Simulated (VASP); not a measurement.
**CoSi2: how numerical settings change the zone-centre modes**

How far do the zone-centre frequencies of CoSi2 depend on the numerical settings? The starting structure is a measured crystal structure from the Crystallography Open Database.

Program: VASP 6.6.1. Level of theory: Kohn-Sham DFT with plane waves and PAW; LDA. Results are calculated unless marked as measured.

## (1) The structure

The structure is cubic, space group Fm-3m (No. 225). The conventional cell has a = 5.365 Å, b = 5.365 Å, c = 5.365 Å, α = 90.00°, β = 90.00°, γ = 90.00°. Co has 8 Si at 2.32 Å nearest. Si has 4 Co at 2.32 Å nearest. Farther neighbours are not listed.

As a file:

```xyz
3
Lattice="0.0000 2.6825 2.6825 2.6825 0.0000 2.6825 2.6825 2.6825 0.0000" Properties=species:S:1:pos:R:3 pbc="T T T"
Co    0.0000    0.0000    0.0000
Si    4.0237    4.0237    4.0237
Si    1.3413    1.3413    1.3413
```

## (2) Reference modes

The cell comes from a relaxation at this level, not shown (36.70 Å³).

Contents of INCAR:

```
SYSTEM = CoSi2
PREC = Accurate
ENCUT = 450
EDIFF = 1E-08
NELM = 100
ISMEAR = 0
SIGMA = 0.05
LREAL = .FALSE.
ALGO = Normal
GGA = CA
NBANDS = 16
ISPIN = 2
MAGMOM = 0 0 0
LASPH = .TRUE.
LMAXMIX = 4
LORBIT = 11
LWAVE = .FALSE.
LCHARG = .FALSE.
KPAR = 8
IBRION = 8
ISIF = 2
```

Contents of POSCAR:

```
CoSi2
1.0
    0.0000000000      2.6377363099      2.6377363099
    2.6377363099      0.0000000000      2.6377363099
    2.6377363099      2.6377363099      0.0000000000
Co Si
1 2
Direct
    0.0000000000      0.0000000000      0.0000000000
    0.7500000000      0.7500000000      0.7500000000
    0.2500000000      0.2500000000      0.2500000000
```

Contents of KPOINTS:

```
Automatic mesh
0
Gamma
12 12 12
0 0 0
```

PAW data sets: Co and Si (LDA family, release 64).

Run with:

```bash
mpirun -np 8 vasp_std
```

Log:

```text
[banner, memory and clock lines left out]
running    8 mpi-ranks, on    1 nodes
 distrk:  each k-point on    1 cores,    8 groups
 distr:  one band on    1 cores,    1 groups

 POSCAR found type information on POSCAR CoSi
 POSCAR found :  2 types and       3 ions
|                                                                             |
|           W    W    AA    RRRRR   N    N  II  N    N   GGGG   !!!           |
|           W    W   A  A   R    R  NN   N  II  NN   N  G    G  !!!           |
|           W    W  A    A  R    R  N N  N  II  N N  N  G       !!!           |
|           W WW W  AAAAAA  RRRRR   N  N N  II  N  N N  G  GGG   !            |
|           WW  WW  A    A  R   R   N   NN  II  N   NN  G    G                |
|           W    W  A    A  R    R  N    N  II  N    N   GGGG   !!!           |
|                                                                             |
|     For optimal performance we recommend to set                             |
|       NCORE = 2 up to number-of-cores-per-socket                            |
|     NCORE specifies how many cores store one orbital (NPAR=cpu/NCORE).      |
|     This setting can greatly improve the performance of VASP for DFT.       |
|     The default, NCORE=1 might be grossly inefficient on modern             |
|     multi-core architectures or massively parallel machines. Do your        |
|     Unfortunately you need to use the default for GW and RPA                |
|     calculations (for HF NCORE is supported but not extensively tested      |
|     yet).                                                                   |
|                                                                             |

 LDA part: xc-table for (Slater(with rela. corr.)+CA(PZ))
 , standard interpolation
 POSCAR, INCAR and KPOINTS ok, starting setup
 FFT: planning ... GRIDC
 FFT: planning ... GRID_SOFT
 FFT: planning ... GRID
 WAVECAR not read
 entering main loop
       N       E                     dE             d eps       ncg     rms          rms(c)
DAV:   1     0.535003861735E+02    0.53500E+02   -0.61947E+03  4656   0.918E+02
DAV:   2    -0.204164746363E+02   -0.73917E+02   -0.65917E+02  5144   0.192E+02
DAV:   3    -0.233024585690E+02   -0.28860E+01   -0.28415E+01  6016   0.425E+01
DAV:   4    -0.233538338606E+02   -0.51375E-01   -0.51356E-01  5480   0.556E+00
DAV:   5    -0.233554691087E+02   -0.16352E-02   -0.16352E-02  6072   0.102E+00    0.148E+01
DAV:   6    -0.260485861595E+02   -0.26931E+01   -0.20853E+01  4912   0.976E+01    0.159E+01
DAV:   7    -0.220053319129E+02    0.40433E+01   -0.96774E+00  5816   0.771E+01    0.373E+00
DAV:   8    -0.219628586512E+02    0.42473E-01   -0.57700E-01  5024   0.444E+00    0.181E+00
DAV:   9    -0.219312255414E+02    0.31633E-01   -0.80895E-02  5920   0.560E+00    0.496E-01
DAV:  10    -0.219311081311E+02    0.11741E-03   -0.64583E-03  6272   0.121E+00    0.156E-01
DAV:  11    -0.219308993301E+02    0.20880E-03   -0.85838E-04  5856   0.551E-01    0.353E-02
DAV:  12    -0.219309009970E+02   -0.16669E-05   -0.43081E-05  5832   0.525E-02    0.136E-02
DAV:  13    -0.219309002260E+02    0.77104E-06   -0.35972E-06  7080   0.316E-02    0.637E-03
DAV:  14    -0.219309002969E+02   -0.70867E-07   -0.33515E-07  6928   0.506E-03    0.463E-03
DAV:  15    -0.219309002270E+02    0.69920E-07   -0.11426E-07  6448   0.658E-03    0.594E-04
DAV:  16    -0.219309002291E+02   -0.21912E-08   -0.12509E-08  2712   0.135E-03
   1 F= -.21930900E+02 E0= -.21930297E+02  d E =-.120577E-02  mag=     0.0000
 Linear response reoptimize wavefunctions to high precision
DAV:   1    -0.219309002299E+02   -0.72987E-09   -0.50144E-09  5160   0.933E-04
DAV:   2    -0.219309002299E+02    0.14097E-10   -0.80188E-11  2632   0.627E-05
 Linear response DOF=           2
 Linear response progress:
  Degree of freedom:   1/  2
       N       E                     dE             d eps       ncg     rms          rms(c)
RMM:   1    -0.177741236236E+00   -0.17774E+00   -0.13299E-01 16378   0.237E+00
RMM:   2    -0.174257919788E+00    0.34833E-02   -0.30109E-03 15006   0.644E-01    0.194E-01
RMM:   3    -0.174180339867E+00    0.77580E-04   -0.61698E-04 16464   0.162E-01    0.113E-01
RMM:   4    -0.174740186271E+00   -0.55985E-03   -0.30648E-04 17502   0.108E-01    0.109E-02
RMM:   5    -0.174743814653E+00   -0.36284E-05   -0.15703E-05 17725   0.299E-02    0.566E-03
RMM:   6    -0.174741342322E+00    0.24723E-05   -0.10826E-06 16142   0.982E-03    0.436E-03
RMM:   7    -0.174728508284E+00    0.12834E-04   -0.41899E-07 17675   0.568E-03    0.983E-04
RMM:   8    -0.174721568352E+00    0.69399E-05   -0.31069E-08 18310   0.136E-03    0.393E-04
RMM:   9    -0.174718619555E+00    0.29488E-05   -0.16196E-09 17451   0.412E-04    0.597E-05
RMM:  10    -0.174718580279E+00    0.39276E-07    0.90570E-11 18691   0.133E-04    0.230E-05
RMM:  11    -0.174718576962E+00    0.33171E-08   -0.11401E-10 18656   0.602E-05    0.539E-06
 first order change of Fermi-energy   0.39144E-03
 force on displaced ion       1 direction 1 : -12.992   0.000   0.000
 Linear response progress:
  Degree of freedom:   2/  2
       N       E                     dE             d eps       ncg     rms          rms(c)
RMM:   1    -0.213012511132E-01   -0.21301E-01    0.26181E-02 44162   0.119E+00
RMM:   2    -0.184445939374E-01    0.28567E-02   -0.11079E-03 26828   0.516E-01    0.109E-01
RMM:   3    -0.186494984293E-01   -0.20490E-03   -0.53933E-04 29754   0.161E-01    0.562E-02
RMM:   4    -0.188616983508E-01   -0.21220E-03   -0.76344E-05 28231   0.628E-02    0.105E-02
RMM:   5    -0.188542519962E-01    0.74464E-05   -0.82535E-06 30810   0.177E-02    0.538E-03
RMM:   6    -0.188423142783E-01    0.11938E-04   -0.10733E-06 31212   0.531E-03    0.830E-04
RMM:   7    -0.188481453970E-01   -0.58311E-05    0.13581E-08 30058   0.214E-03    0.652E-04
RMM:   8    -0.188483879546E-01   -0.24256E-06    0.59656E-09 29971   0.105E-03    0.409E-04
RMM:   9    -0.188466592876E-01    0.17287E-05   -0.28795E-08 30342   0.458E-04    0.660E-05
RMM:  10    -0.188467348067E-01   -0.75519E-07    0.43822E-09 32174   0.141E-04    0.200E-05
RMM:  11    -0.188467795009E-01   -0.44694E-07    0.18247E-09 34117   0.471E-05    0.107E-05
RMM:  12    -0.188467801013E-01   -0.60045E-09    0.60566E-11 32990   0.140E-05    0.636E-06
 first order change of Fermi-energy   0.73145E-06
 force on displaced ion       2 direction 1 :  -9.484  -0.000  -0.000
 Linear response finished
```

It took 3.7 min on 8 MPI ranks of AMD EPYC 7R43, shared host; peak memory 4.5 GiB; 29 min of CPU time.

The logs omit lines about the potential files and the build; timing stands in the text.

OUTCAR, selected parts (step 2):

```text
ion  position               nearest neighbor table
   1  0.000  0.000  0.000-   2 2.28   2 2.28   2 2.28   2 2.28   3 2.28   3 2.28   3 2.28   3 2.28

  LATTYP: Found a face centered cubic cell.
 ALAT       =     5.2754726198

 Subroutine GETGRP returns: Found 48 space group operations
 (whereof 48 operations were pure point group operations)

The static configuration has the point symmetry O_h .

 Found     72 irreducible k-points:

   k-points           NKPTS =     72   k-points in BZ     NKDIM =     72   number of bands    NBANDS=     16

   dimension x,y,z NGX =    28 NGY =   28 NGZ =   28
   dimension x,y,z NGXF=    56 NGYF=   56 NGZF=   56

   ENCUT  =  450.0 eV  33.07 Ry    5.75 a.u.   6.45  6.45  6.45*2*pi/ulx,y,z

   NELECT =      17.0000    total number of electrons

 k-points in reciprocal lattice and weights: Automatic mesh
   0.00000000  0.00000000  0.00000000       0.001
   0.08333333  0.00000000  0.00000000       0.005
   0.16666667  0.00000000  0.00000000       0.005
   0.25000000  0.00000000  0.00000000       0.005
   0.33333333  0.00000000  0.00000000       0.005
   0.41666667  0.00000000  0.00000000       0.005
   0.50000000  0.00000000  0.00000000       0.002
   0.08333333  0.08333333  0.00000000       0.003
   0.16666667  0.08333333  0.00000000       0.014
[...]
-0.33333333  0.50000000  0.16666667       0.007
  -0.25000000  0.50000000  0.25000000       0.003

 average (electrostatic) potential at core
       1 -77.4927       2 -80.3600       3 -80.3600

  Total        0.0036982      0.0036982      0.0036982     -0.0000000     -0.0000000      0.0000000
  in kB        0.1614292      0.1614292      0.1614292     -0.0000000     -0.0000000      0.0000000
  external PRESSURE =       0.1614292 kB  Pullay stress =       0.0000000 kB

  energy-cutoff  :      450.00
  volume of cell :       36.70
      direct lattice vectors                 reciprocal lattice vectors
     0.000000000  2.637736310  2.637736310    -0.189556476  0.189556476  0.189556476
     2.637736310  0.000000000  2.637736310     0.189556476 -0.189556476  0.189556476
     2.637736310  2.637736310  0.000000000     0.189556476  0.189556476 -0.189556476

 POSITION                                       TOTAL-FORCE (eV/Angst)
 -----------------------------------------------------------------------------------
      0.00000      0.00000      0.00000         0.000000      0.000000      0.000000
      3.95660      3.95660      3.95660         0.000000      0.000000      0.000000
      1.31887      1.31887      1.31887        -0.000000     -0.000000     -0.000000
 -----------------------------------------------------------------------------------
    total drift:                               -0.000000     -0.000000      0.000000

 Eigenvectors and eigenvalues of the dynamical matrix
 ----------------------------------------------------

   1 f  =   10.503604 THz    65.996090 2PiTHz  350.362516 cm-1    43.439396 meV
             X         Y         Z           dx          dy          dz
      0.000000  0.000000  0.000000     0.698612    0.012738   -0.011972
      3.956604  3.956604  3.956604    -0.505626   -0.009219    0.008665
      1.318868  1.318868  1.318868    -0.505626   -0.009219    0.008665

   2 f  =   10.503604 THz    65.996090 2PiTHz  350.362516 cm-1    43.439396 meV
             X         Y         Z           dx          dy          dz
      0.000000  0.000000  0.000000     0.012013   -0.002115    0.698724
      3.956604  3.956604  3.956604    -0.008694    0.001531   -0.505707
      1.318868  1.318868  1.318868    -0.008694    0.001531   -0.505707

   3 f  =   10.503604 THz    65.996090 2PiTHz  350.362516 cm-1    43.439396 meV
             X         Y         Z           dx          dy          dz
      0.000000  0.000000  0.000000    -0.012699    0.698711    0.002333
      3.956604  3.956604  3.956604     0.009191   -0.505698   -0.001689
      1.318868  1.318868  1.318868     0.009191   -0.505698   -0.001689

   4 f  =   10.421718 THz    65.481585 2PiTHz  347.631091 cm-1    43.100743 meV
             X         Y         Z           dx          dy          dz
      0.000000  0.000000  0.000000    -0.000000   -0.000000   -0.000000
      3.956604  3.956604  3.956604    -0.564899   -0.425304   -0.002408
      1.318868  1.318868  1.318868     0.564899    0.425304    0.002408

   5 f  =   10.421718 THz    65.481585 2PiTHz  347.631091 cm-1    43.100743 meV
             X         Y         Z           dx          dy          dz
      0.000000  0.000000  0.000000     0.000000   -0.000000    0.000000
      3.956604  3.956604  3.956604    -0.013328    0.021704   -0.706648
      1.318868  1.318868  1.318868     0.013328   -0.021704    0.706648

   6 f  =   10.421718 THz    65.481585 2PiTHz  347.631091 cm-1    43.100743 meV
             X         Y         Z           dx          dy          dz
      0.000000  0.000000  0.000000     0.000000    0.000000    0.000000
      3.956604  3.956604  3.956604     0.425102   -0.564487   -0.025356
      1.318868  1.318868  1.318868    -0.425102    0.564487    0.025356

   7 f/i=    0.003852 THz     0.024201 2PiTHz    0.128481 cm-1     0.015930 meV
             X         Y         Z           dx          dy          dz
      0.000000  0.000000  0.000000    -0.714797   -0.025783   -0.005999
      3.956604  3.956604  3.956604    -0.493809   -0.017812   -0.004144
      1.318868  1.318868  1.318868    -0.493809   -0.017812   -0.004144

   8 f/i=    0.003852 THz     0.024201 2PiTHz    0.128481 cm-1     0.015930 meV
             X         Y         Z           dx          dy          dz
      0.000000  0.000000  0.000000    -0.007682    0.046903    0.713706
      3.956604  3.956604  3.956604    -0.005307    0.032402    0.493056
      1.318868  1.318868  1.318868    -0.005307    0.032402    0.493056

   9 f/i=    0.003852 THz     0.024201 2PiTHz    0.128481 cm-1     0.015930 meV
             X         Y         Z           dx          dy          dz
      0.000000  0.000000  0.000000     0.025333   -0.713282    0.047148
      3.956604  3.956604  3.956604     0.017501   -0.492763    0.032572
      1.318868  1.318868  1.318868     0.017501   -0.492763    0.032572

 ELASTIC MODULI CONTR FROM IONIC RELAXATION (kBar)
 Direction    XX          YY          ZZ          XY          YZ          ZX
 --------------------------------------------------------------------------------
 XX          -0.0000      0.0000     -0.0000     -0.0000     -0.0000     -0.0000
 YY           0.0000     -0.0000      0.0000      0.0000      0.0000      0.0000
 ZZ          -0.0000      0.0000     -0.0000     -0.0000     -0.0000     -0.0000
 XY          -0.0000      0.0000     -0.0000   -636.1426     -0.0000     -0.0000
 YZ          -0.0000      0.0000     -0.0000     -0.0000   -636.1426     -0.0000
 ZX          -0.0000      0.0000     -0.0000     -0.0000     -0.0000   -636.1426
 --------------------------------------------------------------------------------

 magnetization (x)
# of ion       s       p       d       tot
------------------------------------------
    1        0.000   0.000   0.000   0.000
    2        0.000   0.000   0.000   0.000
    3        0.000   0.000   0.000   0.000
--------------------------------------------------
tot          0.000   0.000   0.000   0.000
```

This run allows spin, but its moments start at zero, where symmetry between the spins tends to hold them, although Co can carry a moment. Its electron count is odd, so without a moment it is a metal by construction. Energies printed during the response cycles are not total energies of the cell.

Reference: the zone-centre modes are T1u 350.4, T2g 347.6 cm⁻¹.

## (3) Modes with a 6×6×6 mesh

Against step 2 the input has a 6×6×6 mesh.

INCAR is that of step 2.

POSCAR is that of step 2.

Contents of KPOINTS:

```
Automatic mesh
0
Gamma
6 6 6
0 0 0
```

Run with:

```bash
mpirun -np 8 vasp_std
```

Log:

```text
[banner, memory and clock lines left out]
running    8 mpi-ranks, on    1 nodes
[...]
[... a notice as in an earlier step ...]

 LDA part: xc-table for (Slater(with rela. corr.)+CA(PZ))
 , standard interpolation
 POSCAR, INCAR and KPOINTS ok, starting setup
[...]
entering main loop
       N       E                     dE             d eps       ncg     rms          rms(c)
DAV:   1     0.526520892746E+02    0.52652E+02   -0.62763E+03  1040   0.919E+02
DAV:   2    -0.205314650833E+02   -0.73184E+02   -0.65415E+02  1192   0.192E+02
DAV:   3    -0.232743664103E+02   -0.27429E+01   -0.27077E+01  1344   0.408E+01
DAV:   4    -0.233229424028E+02   -0.48576E-01   -0.48556E-01  1224   0.535E+00
[...]
DAV:  14    -0.219202818695E+02   -0.47042E-07   -0.51091E-07  1216   0.513E-03    0.472E-03
DAV:  15    -0.219202817739E+02    0.95532E-07   -0.14481E-07  1496   0.685E-03    0.116E-03
DAV:  16    -0.219202817762E+02   -0.22239E-08   -0.22175E-08   768   0.202E-03
[...]
RMM:  11    -0.174774156045E+00    0.28770E-07   -0.12781E-10  3349   0.401E-05    0.791E-06
RMM:  12    -0.174774136056E+00    0.19989E-07   -0.59549E-11  3405   0.155E-05    0.393E-06
RMM:  13    -0.174774140480E+00   -0.44235E-08   -0.98059E-11  3254   0.795E-06    0.717E-07
 first order change of Fermi-energy   0.37307E-03
 force on displaced ion       1 direction 1 : -12.945   0.000   0.000
 Linear response progress:
  Degree of freedom:   2/  2
       N       E                     dE             d eps       ncg     rms          rms(c)
RMM:   1    -0.206902675770E-01   -0.20690E-01    0.30511E-02  7136   0.119E+00
RMM:   2    -0.183731391855E-01    0.23171E-02   -0.48567E-04  4440   0.505E-01    0.121E-01
RMM:   3    -0.186845977279E-01   -0.31146E-03   -0.53373E-04  4833   0.161E-01    0.595E-02
RMM:   4    -0.189733781166E-01   -0.28878E-03   -0.81837E-05  4675   0.657E-02    0.122E-02
[...]
RMM:  10    -0.189630087306E-01   -0.12881E-06   -0.17316E-08  5154   0.152E-04    0.322E-05
RMM:  11    -0.189631207861E-01   -0.11206E-06    0.39188E-09  5520   0.495E-05    0.108E-05
RMM:  12    -0.189631299245E-01   -0.91384E-08   -0.22826E-09  5286   0.118E-05    0.649E-06
 first order change of Fermi-energy  -0.20291E-04
 force on displaced ion       2 direction 1 :  -7.674  -0.000  -0.000
 Linear response finished
```

Wall time 37 s (8 MPI ranks); peak memory 1.8 GiB; 4.8 min of CPU time.

Parts of OUTCAR (step 3):

```text
  Total        0.0138787      0.0138787      0.0138787     -0.0000000     -0.0000000      0.0000000
  in kB        0.6058101      0.6058101      0.6058101     -0.0000000     -0.0000000      0.0000000
  external PRESSURE =       0.6058101 kB  Pullay stress =       0.0000000 kB

 POSITION                                       TOTAL-FORCE (eV/Angst)
 -----------------------------------------------------------------------------------
      0.00000      0.00000      0.00000         0.000000      0.000000     -0.000000
      3.95660      3.95660      3.95660         0.000000      0.000000      0.000000
      1.31887      1.31887      1.31887        -0.000000     -0.000000     -0.000000
 -----------------------------------------------------------------------------------
    total drift:                               -0.000000     -0.000000      0.000000

 magnetization (x)
# of ion       s       p       d       tot
------------------------------------------
    1        0.000  -0.000  -0.000  -0.000
    2       -0.000  -0.000   0.000  -0.000
    3       -0.000  -0.000   0.000  -0.000
--------------------------------------------------
tot          0.000  -0.000  -0.000  -0.000

[... 1 part as in an earlier step ...]

[... 1 further part left out ...]
```

With a 6×6×6 mesh the modes are T1u 349.7, T2g 293.4 cm⁻¹; the largest shift is -54.2 cm⁻¹, in T2g, from the reference.

(Part 1 of 2 ends here.)

[Lines on the potential files, build, host, timing and source positions are cut from VASP's logs without a mark.]

[Logs are printed without paths, hosts, clocks, repeated set-up lines and the standing remarks that a program may print on its own settings, such as how far it seeks lower states.]

[Hosts, paths, dates, database ids (printed as entryN), source tags and the programs' standing remarks are cut or masked in the printed files.]
